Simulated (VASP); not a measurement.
# Tl3B2 (Pm-3m) in VASP: further runs, part 2 of 2

VASP 6.6.1.

## 3. Relaxation of cell and atoms, PBE (random cell by space group and Wyckoff sites (Pm-3m, No. 221))

File INCAR:

```
SYSTEM = Tl3B2
  ALGO = Fast
  EDIFF = 1E-7
  EDIFFG = -0.01
  ENCUT = 600
  GGA = PE
  IBRION = 2
  ISIF = 3
  ISMEAR = 0
  LASPH = .TRUE.
  LCHARG = .FALSE.
  LREAL = .FALSE.
  LWAVE = .FALSE.
  NELM = 80
  NSW = 100
  PREC = Accurate
  SIGMA = 0.1
```

File KPOINTS:

```
k-points
0
G
  8 8 8
  0 0 0
```

File POSCAR:

```
Tl3B2
1.0
    4.8687414099      0.0000000000      0.0000000000
    0.0000000000      4.8687414099      0.0000000000
    0.0000000000      0.0000000000      4.8687414099
Tl B
3 2
Direct
    0.0000000000      0.5000000000      0.5000000000
    0.5000000000      0.0000000000      0.5000000000
    0.5000000000      0.5000000000      0.0000000000
    0.5000000000      0.5000000000      0.5000000000
    0.0000000000      0.0000000000      0.0000000000
```

Potentials or basis: VASP PAW PBE potentials, release 64 (Tl_d, B).

On the command line:

```console
> cat potpaw_PBE.64/Tl_d/POTCAR potpaw_PBE.64/B/POTCAR > POTCAR
> mpirun -np 1 vasp_std > vasp.out
```

OUTCAR:

```text
SYSTEM = Tl3B2
   EDIFF = 1E-7
   EDIFFG = -0.01
   ENCUT = 600
   GGA = PE
   IBRION = 2
   ISIF = 3
   ISMEAR = 0
   LASPH = .TRUE.
   LREAL = .FALSE.
   NELM = 80
   NSW = 100
   PREC = Accurate

 ion  position               nearest neighbor table
   1  0.000  0.500  0.500-   4 2.43   4 2.43   2 3.44   3 3.44   2 3.44   2 3.44   3 3.44   3 3.44
                             3 3.44   2 3.44
   2  0.500  0.000  0.500-   4 2.43   4 2.43   1 3.44   3 3.44   1 3.44   3 3.44   3 3.44   3 3.44
                             1 3.44   1 3.44
   3  0.500  0.500  0.000-   4 2.43   4 2.43   1 3.44   1 3.44   2 3.44   2 3.44   2 3.44   2 3.44
                             1 3.44   1 3.44
   4  0.500  0.500  0.500-   1 2.43   2 2.43   3 2.43   3 2.43   2 2.43   1 2.43
   5  0.000  0.000  0.000-

  LATTYP: Found a simple cubic cell.
 ALAT       =     4.8687414099

  Lattice vectors:

 A1 = (   4.8687414099,   0.0000000000,   0.0000000000)
 A2 = (   0.0000000000,   4.8687414099,   0.0000000000)
 A3 = (   0.0000000000,   0.0000000000,   4.8687414099)

Analysis of symmetry for initial positions (statically):
=====================================================================
 Subroutine PRICEL returns:
 Original cell was already a primitive cell.

 Routine SETGRP: Setting up the symmetry group for a
 simple cubic supercell.

 Subroutine GETGRP returns: Found 48 space group operations
 (whereof 48 operations were pure point group operations)
 out of a pool of 48 trial point group operations.

The static configuration has the point symmetry O_h .

Analysis of symmetry for dynamics (positions and initial velocities):
=====================================================================
 Subroutine PRICEL returns:
 Original cell was already a primitive cell.

 Routine SETGRP: Setting up the symmetry group for a
 simple cubic supercell.

 Subroutine GETGRP returns: Found 48 space group operations
[... 138 lines left out ...]
   LEPSILON=     F    determine dielectric tensor
   LRPA    =     F    only Hartree local field effects (RPA)
 conjugate gradient relaxation of ions
 non-spin polarized calculation
 RMM-DIIS sequential band-by-band and
 Gauss-broadening in eV      SIGMA  =   0.10
  energy-cutoff  :      600.00
  volume of cell :      115.41
 maximum number of plane-waves:      3900
 NGX is ok and might be reduce to    40
   NGX = 19   NGY = 19   NGZ = 19

--------------------------------------- Ionic step        1  -------------------------------------------

 number of electron      44.9999985 magnetization

 Free energy of the ion-electron system (eV)
  ---------------------------------------------------
  ext. energy  EPLUGINS =         0.00000000
  ---------------------------------------------------
  free energy    TOTEN  =       -12.84018302 eV

  energy without entropy =      -12.82724303  energy(sigma->0) =      -12.83371303

------------------------ aborting loop because EDIFF is reached ----------------------------------------

  FORCE on cell =-STRESS in cart. coord.  units (eV):
  Direction    XX          YY          ZZ          XY          YZ          ZX
  --------------------------------------------------------------------------------------
  -------------------------------------------------------------------------------------
  Total        0.6334150      0.6334150      0.6334150     -0.0000000      0.0000000      0.0000000
  in kB        8.7932368      8.7932368      8.7932368     -0.0000000      0.0000000      0.0000000
  external PRESSURE =       8.7932368 kB  Pullay stress =       0.0000000 kB
[... 65 lines left out ...]
--------------------------------------- Ionic step        3  -------------------------------------------

 number of electron      44.9999985 magnetization

 Free energy of the ion-electron system (eV)
  ---------------------------------------------------
  ext. energy  EPLUGINS =         0.00000000
  ---------------------------------------------------
  free energy    TOTEN  =       -12.84669858 eV

  energy without entropy =      -12.83332876  energy(sigma->0) =      -12.84001367

 E-fermi :   5.0661     XC(G=0):  -9.7463

 val. band max:        5.0519661220   @ k =   0.2500   0.2500   0.1250
 cond. band min:       5.0810900806   @ k =   0.2500   0.1250   0.1250
 fundamental gap:      0.0291239586
 Fermi energy:         5.0661073765

 k-point     1 :       0.0000    0.0000    0.0000
  band No.  band energies     occupation
      1      -7.8314      2.00000
      2      -6.7903      2.00000
      3      -6.7903      2.00000
      4      -6.7903      2.00000
      5      -6.5482      2.00000
      6      -6.5482      2.00000
[... 709 lines left out ...]
     26       7.6884      0.00000
     27       8.0797      0.00000

 [... further k-points ...]

------------------------ aborting loop because EDIFF is reached ----------------------------------------

  FORCE on cell =-STRESS in cart. coord.  units (eV):
  Direction    XX          YY          ZZ          XY          YZ          ZX
  --------------------------------------------------------------------------------------
  -------------------------------------------------------------------------------------
  Total       -0.0003622     -0.0003622     -0.0003622      0.0000000     -0.0000000     -0.0000000
  in kB       -0.0049241     -0.0049241     -0.0049241      0.0000000     -0.0000000     -0.0000000
  external PRESSURE =      -0.0049241 kB  Pullay stress =       0.0000000 kB
[... 20 lines left out ...]
  FREE ENERGIE OF THE ION-ELECTRON SYSTEM (eV)
  ---------------------------------------------------
  free  energy   TOTEN  =       -12.8466985810 eV

  energy  without entropy=      -12.8333287574  energy(sigma->0) =      -12.84001367

 reached required accuracy - stopping structural energy minimisation
```

Wall time 3.2 min (1 thread of AMD EPYC 9R45 (Zen 5), shared host); peak memory 0.28 GiB.

What came out:

```
Free energy                            : -12.8467 eV
Relaxed volume                         : 23.57 Å³/atom
Relaxed cell                           : a = 4.903 Å, b = 4.903 Å, c = 4.903 Å, α = 90.00°, β = 90.00°, γ = 90.00°
Space group after relaxing (to 0.05 Å) : Pm-3m (No. 221)
Energy gained by relaxing              : 1.3 meV/atom
Ionic steps                            : 3
Pressure after relaxing                : 0.0 GPa
Band gap on the k mesh                 : none (metal or under the smearing width)
```

Step by step:
```
step  energy change (eV)  largest force (eV/Å)  pressure (GPa)  volume (Å³)
   1              0.0000                0.0000            0.88       115.41
   2             -0.0064                0.0000            0.10       117.54
   3             -0.0065                0.0000            0.00       117.85
```

Final structure:
```xyz
5
Lattice="4.9028 0.0000 0.0000 0.0000 4.9028 0.0000 0.0000 0.0000 4.9028" Properties=species:S:1:pos:R:3 pbc="T T T"
Tl    0.0000    2.4514    2.4514
Tl    2.4514    0.0000    2.4514
Tl    2.4514    2.4514    0.0000
B     2.4514    2.4514    2.4514
B     0.0000    0.0000    0.0000
```

Levels at points of the mesh, in eV from the Fermi level:
| k point | band 20 | band 21 | band 22 | band 23 | band 24 | band 25 | band 26 | band 27 |
| --- | --- | --- | --- | --- | --- | --- | --- | --- |
| (0.00, 0.00, 0.00) | -3.39 | -3.39 | -3.39 | 0.41 | 0.41 | 0.41 | 0.42 | 4.46 |
| (0.50, 0.00, 0.00) | -2.57 | -2.57 | -1.95 | -0.02 | -0.02 | 2.11 | 2.29 | 3.94 |
| (0.50, 0.50, 0.00) | -2.49 | -1.87 | 0.24 | 0.24 | 0.25 | 0.81 | 2.38 | 2.38 |
| (0.50, 0.50, 0.50) | -4.92 | -2.44 | -2.44 | -2.44 | 3.79 | 3.79 | 3.79 | 4.43 |

## 4. Single point, PBE (random cell by space group and Wyckoff sites (Pm-3m, No. 221))

File INCAR:

```
SYSTEM = Tl3B2
PREC = Accurate
ENCUT = 520
EDIFF = 1E-6
ISMEAR = 0
SIGMA = 0.1
LREAL = .False.
LASPH = .True.
NELM = 100
ALGO = Normal
ISIF = 2
LWAVE = .False.
LCHARG = .False.
GGA = PE
NBANDS = 30
```

File KPOINTS:

```
regular mesh
0
Gamma
  4 4 4
  0 0 0
```

POSCAR is that of step 3.

On the command line:

```console
> cat potpaw_PBE.64/Tl_d/POTCAR potpaw_PBE.64/B/POTCAR > POTCAR
> mpirun -np 1 vasp_std > vasp.out
```

Run time: 21 s. Hardware: 1 thread of AMD EPYC 9R45 (Zen 5), shared host; peak memory 0.18 GiB.

The run converged. Its results:

- Free energy: -12.5590 eV
- Pressure: -0.1 GPa
- Band gap on the k mesh: none (metal or under the smearing width)

Levels at points of the mesh, in eV from the Fermi level:
```csv
k point,band 19,band 20,band 21,band 22,band 23,band 24,band 25,band 26
"(0.00, 0.00, 0.00)",-4.20,-4.00,-4.00,-4.00,0.05,0.21,0.21,0.21
"(0.50, 0.00, 0.00)",-4.04,-3.22,-3.22,-2.39,-0.17,-0.17,2.04,2.07
"(0.50, 0.50, 0.00)",-5.66,-2.93,-2.53,0.02,0.08,0.08,0.77,2.08
"(0.50, 0.50, 0.50)",-6.58,-4.94,-2.73,-2.73,-2.73,3.74,3.74,3.74
```

The run has no spin-orbit coupling, so splittings on Tl are missing.

## 5. Relaxation of cell and atoms, PBE (random cell by space group and Wyckoff sites (Pm-3m, No. 221))

File INCAR:

```
SYSTEM = Tl3B2
PREC     = Accurate       ! precision mode
ENCUT    = 600            ! plane-wave cutoff, eV
EDIFF    = 1E-7           ! SCF threshold, eV
ISMEAR   = 0              ! smearing method
SIGMA    = 0.1            ! smearing width, eV
LREAL    = .FALSE.        ! projectors in reciprocal space
LASPH    = .TRUE.         ! aspherical terms in the spheres
NELM     = 100            ! most SCF steps
ALGO     = Fast           ! electronic algorithm
ISIF     = 3              ! what is computed and relaxed
LWAVE    = .FALSE.        ! write WAVECAR
LCHARG   = .FALSE.        ! write CHGCAR
GGA      = PE             ! functional
IBRION   = 2              ! ionic algorithm
NSW      = 90             ! ionic steps
EDIFFG   = -0.04          ! ionic threshold
```

File KPOINTS:

```
Automatic mesh
0
G
  4 4 4
  0 0 0
```

Edit POSCAR of step 4 so:

```diff
@@ -2,5 +2,5 @@
 1.0
-    4.8687414099      0.0000000000      0.0000000000
-    0.0000000000      4.8687414099      0.0000000000
-    0.0000000000      0.0000000000      4.8687414099
+    4.8283160000      0.0000000000      0.0000000000
+    0.0000000000      4.8283160000      0.0000000000
+    0.0000000000      0.0000000000      4.8283160000
 Tl B
```

Potentials or basis: VASP PAW PBE potentials, release 64 (Tl_d, B).

On the command line:

```console
> cat potpaw_PBE.64/Tl_d/POTCAR potpaw_PBE.64/B/POTCAR > POTCAR
> mpirun -np 1 vasp_std > vasp.out
```

OUTCAR:

```text
SYSTEM = Tl3B2
   PREC = Accurate
   ENCUT = 600
   EDIFF = 1E-7
   ISMEAR = 0
   LREAL = .FALSE.
   LASPH = .TRUE.
   NELM = 100
   ISIF = 3
   GGA = PE
   IBRION = 2
   NSW = 90
   EDIFFG = -0.04

 ion  position               nearest neighbor table
   1  0.000  0.500  0.500-   4 2.41   4 2.41   2 3.41   3 3.41   2 3.41   2 3.41   3 3.41   3 3.41
                             3 3.41   2 3.41
   2  0.500  0.000  0.500-   4 2.41   4 2.41   1 3.41   3 3.41   1 3.41   3 3.41   3 3.41   3 3.41
                             1 3.41   1 3.41
   3  0.500  0.500  0.000-   4 2.41   4 2.41   1 3.41   1 3.41   2 3.41   2 3.41   2 3.41   2 3.41
                             1 3.41   1 3.41
   4  0.500  0.500  0.500-   1 2.41   2 2.41   3 2.41   3 2.41   2 2.41   1 2.41
   5  0.000  0.000  0.000-

  LATTYP: Found a simple cubic cell.
 ALAT       =     4.8283160000

  Lattice vectors:

 A1 = (   4.8283160000,   0.0000000000,   0.0000000000)
 A2 = (   0.0000000000,   4.8283160000,   0.0000000000)
 A3 = (   0.0000000000,   0.0000000000,   4.8283160000)

Analysis of symmetry for initial positions (statically):
=====================================================================
 Subroutine PRICEL returns:
 Original cell was already a primitive cell.

 Routine SETGRP: Setting up the symmetry group for a
 simple cubic supercell.

 Subroutine GETGRP returns: Found 48 space group operations
 (whereof 48 operations were pure point group operations)
 out of a pool of 48 trial point group operations.

The static configuration has the point symmetry O_h .

Analysis of symmetry for dynamics (positions and initial velocities):
=====================================================================
[... 178 lines left out ...]
      2.41416      2.41416      0.00000         0.000000      0.000000      0.000000
      2.41416      2.41416      2.41416         0.000000      0.000000      0.000000
      0.00000      0.00000      0.00000         0.000000      0.000000      0.000000
 -----------------------------------------------------------------------------------
    total drift:                               -0.000000     -0.000000     -0.000000

  FREE ENERGIE OF THE ION-ELECTRON SYSTEM (eV)
  ---------------------------------------------------
  free  energy   TOTEN  =       -12.5524604586 eV

  energy  without entropy=      -12.5238470297  energy(sigma->0) =      -12.53815374

--------------------------------------- Ionic step        2  -------------------------------------------

 number of electron      44.9999989 magnetization

 Free energy of the ion-electron system (eV)
  ---------------------------------------------------
  ext. energy  EPLUGINS =         0.00000000
  ---------------------------------------------------
  free energy    TOTEN  =       -12.55861070 eV

  energy without entropy =      -12.53077163  energy(sigma->0) =      -12.54469117

 E-fermi :   5.6315     XC(G=0):  -9.8971

 val. band max:        5.5755791819   @ k =   0.2500   0.0000   0.0000
 cond. band min:       5.6480229753   @ k =   0.5000   0.5000   0.0000
 fundamental gap:      0.0724437933
 Fermi energy:         5.6314511295

 k-point     1 :       0.0000    0.0000    0.0000
  band No.  band energies     occupation
      1      -7.9839      2.00000
      2      -6.7265      2.00000
      3      -6.7265      2.00000
      4      -6.7265      2.00000
      5      -6.3957      2.00000
      6      -6.3957      2.00000
[... 289 lines left out ...]
     26       9.5459      0.00000
     27       9.5490      0.00000

------------------------ aborting loop because EDIFF is reached ----------------------------------------

  FORCE on cell =-STRESS in cart. coord.  units (eV):
  Direction    XX          YY          ZZ          XY          YZ          ZX
  --------------------------------------------------------------------------------------
  -------------------------------------------------------------------------------------
  Total        0.1471400      0.1471400      0.1471400     -0.0000000      0.0000000      0.0000000
  in kB        2.0590447      2.0590447      2.0590447     -0.0000000      0.0000000      0.0000000
  external PRESSURE =       2.0590447 kB  Pullay stress =       0.0000000 kB

 VOLUME and BASIS-vectors are now :
 -----------------------------------------------------------------------------
  energy-cutoff  :      600.00
  volume of cell :      114.49
      direct lattice vectors                 reciprocal lattice vectors
     4.855774993 -0.000000000 -0.000000000     0.205940350 -0.000000000 -0.000000000
     0.000000000  4.855774993  0.000000000     0.000000000  0.205940350 -0.000000000
     0.000000000  0.000000000  4.855774993     0.000000000 -0.000000000  0.205940350

 POSITION                                       TOTAL-FORCE (eV/Angst)
 -----------------------------------------------------------------------------------
      0.00000      2.42789      2.42789        -0.000000     -0.000000      0.000000
      2.42789      0.00000      2.42789         0.000000      0.000000      0.000000
      2.42789      2.42789     -0.00000         0.000000     -0.000000      0.000000
      2.42789      2.42789      2.42789         0.000000      0.000000      0.000000
      0.00000      0.00000      0.00000         0.000000      0.000000      0.000000
 -----------------------------------------------------------------------------------
    total drift:                               -0.000000     -0.000000     -0.000000

  FREE ENERGIE OF THE ION-ELECTRON SYSTEM (eV)
  ---------------------------------------------------
  free  energy   TOTEN  =       -12.5586106983 eV

  energy  without entropy=      -12.5307716341  energy(sigma->0) =      -12.54469117

 reached required accuracy - stopping structural energy minimisation
```

CONTCAR:

```text
Tl3B2
   1.00000000000000
     4.8557749934905647   -0.0000000000000000   -0.0000000000000000
     0.0000000000000000    4.8557749934905647    0.0000000000000000
     0.0000000000000000    0.0000000000000000    4.8557749934905647
  Tl              B
     3     2
Direct
     0.0000000000000000    0.5000000000000000    0.5000000000000000
     0.5000000000000000    0.0000000000000000    0.5000000000000000
     0.5000000000000000    0.5000000000000000    0.0000000000000000
     0.5000000000000000    0.5000000000000000    0.5000000000000000
     0.0000000000000000    0.0000000000000000    0.0000000000000000

  0.00000000E+00  0.00000000E+00  0.00000000E+00
  0.00000000E+00  0.00000000E+00  0.00000000E+00
  0.00000000E+00  0.00000000E+00  0.00000000E+00
  0.00000000E+00  0.00000000E+00  0.00000000E+00
  0.00000000E+00  0.00000000E+00  0.00000000E+00
```

It took 53 s on 1 thread of AMD EPYC 9R45 (Zen 5), shared host; peak memory 0.22 GiB.

What came out:

```
Free energy                            : -12.5586 eV
Relaxed volume                         : 22.90 Å³/atom
Relaxed cell                           : a = 4.856 Å, b = 4.856 Å, c = 4.856 Å, α = 90.00°, β = 90.00°, γ = 90.00°
Space group after relaxing (to 0.05 Å) : Pm-3m (No. 221)
Energy gained by relaxing              : 1.2 meV/atom
Ionic steps                            : 2
Pressure after relaxing                : 0.2 GPa
Band gap on the k mesh                 : none (metal or under the smearing width)
```

The path:
```tsv
step	energy change (eV)	largest force (eV/Å)	pressure (GPa)	volume (Å³)
1	0.0000	0.0000	0.84	112.56
2	-0.0062	0.0000	0.21	114.49
```

Final structure:
```
CELL_PARAMETERS angstrom
4.85577 0.00000 0.00000
0.00000 4.85577 0.00000
0.00000 0.00000 4.85577
ATOMIC_POSITIONS crystal
Tl 0.00000 0.50000 0.50000
Tl 0.50000 0.00000 0.50000
Tl 0.50000 0.50000 0.00000
B 0.50000 0.50000 0.50000
B 0.00000 0.00000 0.00000
```

Spin-orbit coupling is left out, which matters for the levels of Tl.

## 6. Single point, PBE (random cell by space group and Wyckoff sites (Pm-3m, No. 221))

File INCAR:

```
SYSTEM = Tl3B2
PREC = Accurate ; ENCUT = 520
EDIFF = 1E-6 ; ISMEAR = 0
SIGMA = 0.1 ; LREAL = .False.
LASPH = .True. ; NELM = 80
ALGO = Normal ; ISIF = 2
LWAVE = .False. ; LCHARG = .False.
GGA = PE ; NBANDS = 30
```

File KPOINTS:

```
regular mesh
0
Gamma
  4 4 4
  0 0 0
```

POSCAR is that of step 5.

Potentials or basis: VASP PAW PBE potentials, release 64 (Tl_d, B).

On the command line:

```console
> cat potpaw_PBE.64/Tl_d/POTCAR potpaw_PBE.64/B/POTCAR > POTCAR
> mpirun -np 1 vasp_std > vasp.out
```

Run time: 16 s. Hardware: 1 thread of AMD EPYC 9R45 (Zen 5), shared host; peak memory 0.18 GiB.

It converged, with:

| Quantity | Value |
| --- | --- |
| Free energy | -12.5518 eV |
| Pressure | 0.8 GPa |
| Band gap on the k mesh | none (metal or under the smearing width) |

Levels at points of the mesh, in eV from the Fermi level:
```tsv
k point	band 20	band 21	band 22	band 23	band 24	band 25
(0.00, 0.00, 0.00)	-4.14	-4.14	-4.14	0.18	0.18	0.18
(0.50, 0.00, 0.00)	-3.33	-3.33	-2.36	-0.20	-0.20	2.02
(0.50, 0.50, 0.00)	-2.90	-2.61	0.01	0.06	0.06	0.77
(0.50, 0.50, 0.50)	-4.94	-2.85	-2.85	-2.85	3.81	3.81
```

## 7. The runs side by side

```csv
task,cell,k mesh,cutoff (eV),gap on the mesh (eV),pressure (GPa),relaxed volume (Å³/atom)
single point,"random cell by space group and Wyckoff sites (Pm-3m, No. 221)",8 × 8 × 8,520,none,-0.1,-
relaxation of cell and atoms,"relaxed from: random cell by space group and Wyckoff sites (Pm-3m, No. 221)",8 × 8 × 8,600,none,0.0,23.57
single point,"random cell by space group and Wyckoff sites (Pm-3m, No. 221)",4 × 4 × 4,520,none,0.8,-
relaxation of cell and atoms,"relaxed from: random cell by space group and Wyckoff sites (Pm-3m, No. 221)",4 × 4 × 4,600,none,0.2,22.90
```

Alike in all rows: level PBE; potentials or basis VASP PAW PBE potentials, release 64 (Tl_d, B); no spin polarisation; smearing gaussian 0.1 eV.

Total energies depend on the potentials used, so only differences within one code and one set of settings carry meaning.
